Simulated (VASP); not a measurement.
Input:

```
BiTlF4
1.0
    3.92631     0.00000     0.00000
    0.00000     3.92631     0.00000
    0.00000     0.00000     6.45476
Tl Bi F
1 1 4
Direct
  0.00000   0.00000   0.00000
  0.50000   0.50000   0.50000
  0.50000   0.00000   0.70208
  0.50000   0.00000   0.29792
  0.00000   0.50000   0.70208
  0.00000   0.50000   0.29792
```

Computed with LDA (Ceperley-Alder, Perdew-Zunger), VASP's LDA PAW potentials (set 64) (plane waves; VASP 6.6.1). Settings: 520 eV cut-off, 6×6×4 Γ-centred mesh, tetrahedra with Blöchl corrections, potentials Tl_d Bi_d F.

The cores are frozen, which limits the accuracy of field gradients.

Q: Give the principal components of the electric field gradient (V/Å²) and the asymmetry η at each nucleus.

A: 
```
atom    Vxx    Vyy    Vzz     η
----  -----  -----  -----  ----
Tl1    35.8   35.8  -71.6  0.00
Bi2   -28.7  -28.7   57.4  0.00
F3     47.4    1.7  -49.1  0.93
F4     47.4    1.7  -49.1  0.93
F5     47.4    1.7  -49.1  0.93
F6     47.4    1.7  -49.1  0.93
```

The structure comes from a computed database's TlBiF4 entry (P4/mmm); how it stands against other phases isn't given here. It was relaxed first.
